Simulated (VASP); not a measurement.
These are LDA (Ceperley-Alder, Perdew-Zunger), VASP's LDA PAW potentials (set 64) (plane waves; VASP 6.6.1) values and carry that method's errors.

A VASP calculation is set up with these files.

INCAR:
```
# general
SYSTEM =CuZn
PREC   =Accurate
ENCUT  =500
LREAL  =.FALSE.   # projection in real space or not
LASPH  =.TRUE.   # aspherical one-centre terms

# electronic loop
EDIFF  =1E-6   # SCF stop (eV)
NELM   =100
ALGO   =Normal   # blocked Davidson
LMAXMIX=4   # l cut-off of mixed one-centre charges

# smearing
ISMEAR =1
SIGMA  =0.1   # width (eV)

# ions
IBRION =2   # conjugate gradients
NSW    =40   # most ionic steps
ISIF   =3   # ions, shape and volume
EDIFFG =-0.02   # ionic stop
PSTRESS=200   # kbar

# output
LWAVE  =.FALSE.
LCHARG =.FALSE.
```

### POSCAR
```
CuZn
1.0
  2.8213372444   0.0000000000   0.0000000000
  0.0000000000   2.8213372444   0.0000000000
  0.0000000000   0.0000000000   2.8213372444
Zn Cu
1 1
Cart
  1.4106686222   1.4106686222   1.4106686222
  0.0000000000   0.0000000000   0.0000000000
```

File KPOINTS:
```
Regular mesh
0
G
13 13 13
```

POTCAR, in this order: Zn Cu (LDA.64 set). Program: vasp_std.

Energy and stress use the plane-wave basis of the starting cell.

Q: What does the run give for the energy per atom (σ→0), volume per atom, band gap (on the k-mesh)?

A: 
The energy per atom (σ→0) comes out as -3.331 eV/atom, the band gap (on the k-mesh) is none (metal, semimetal or under 0.01 eV) and the volume per atom is 10.74 Å³/atom.

### OSZICAR
```
...
DAV:   3    -0.674835248954E+01    0.20600E+00   -0.15258E+00  2663   0.421E+01    0.253E+00
DAV:   4    -0.667900005216E+01    0.69352E-01   -0.12881E-01  3300   0.135E+01    0.937E-01
DAV:   5    -0.666121522080E+01    0.17785E-01   -0.12515E-02  4216   0.209E+00    0.773E-02
DAV:   6    -0.666114405480E+01    0.71166E-04   -0.92296E-04  3517   0.763E-01    0.242E-02
DAV:   7    -0.666116074047E+01   -0.16686E-04   -0.27277E-05  4174   0.125E-01    0.749E-03
DAV:   8    -0.666116180821E+01   -0.10677E-05   -0.87277E-06  3119   0.732E-02    0.319E-03
DAV:   9    -0.666116161095E+01    0.19726E-06   -0.69325E-07  1337   0.310E-02
   3 F= -.39792830E+01 E0= -.39793893E+01  d E =-.322316E-01
```

The compound is CuZn in the CsCl type structure. This run relaxes it under an external pressure of 20 GPa. Symmetry was kept, so distortions that lower it aren't found. The electron count is odd and the run is not spin-polarised, which forces a metal.
